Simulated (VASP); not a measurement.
Data:

```xyz
6
Lattice="1.6373 -2.8359 0.0000 1.6373 2.8359 0.0000 0.0000 0.0000 13.1969" Properties=species:S:1:pos:R:3 pbc="T T T"
W      1.6373     0.9453     3.2992
W      1.6373    -0.9453     9.8976
Se     1.6373     0.9453    11.5743
Se     1.6373    -0.9453     4.9758
Se     1.6373    -0.9453     1.6226
Se     1.6373     0.9453     8.2210
```

Method: PBEsol GGA, VASP's PBE PAW potentials (set 64) (plane waves; VASP). Run with 520 eV cut-off, 9×9×2 Γ-centred mesh, tetrahedra with Blöchl corrections, potentials W_sv Se.

The cores are frozen, which limits the accuracy of field gradients. Without a dispersion term in the relaxation, distances and binding between the weakly bound layers, chains or molecules are unreliable, and so is what depends on them.

**Question.** Give the principal components of the electric field gradient (V/Å²) and the asymmetry η at each nucleus.

**Answer.** 
```tsv
atom	Vxx	Vyy	Vzz	η
W1	74.4	74.3	-148.7	0.00
W2	74.4	74.3	-148.7	0.00
Se3	37.3	37.3	-74.6	0.00
Se4	37.3	37.3	-74.6	0.00
Se5	37.3	37.3	-74.6	0.00
Se6	37.3	37.3	-74.6	0.00
```

The compound is WSe2 in the 2H layered structure. It was relaxed first.
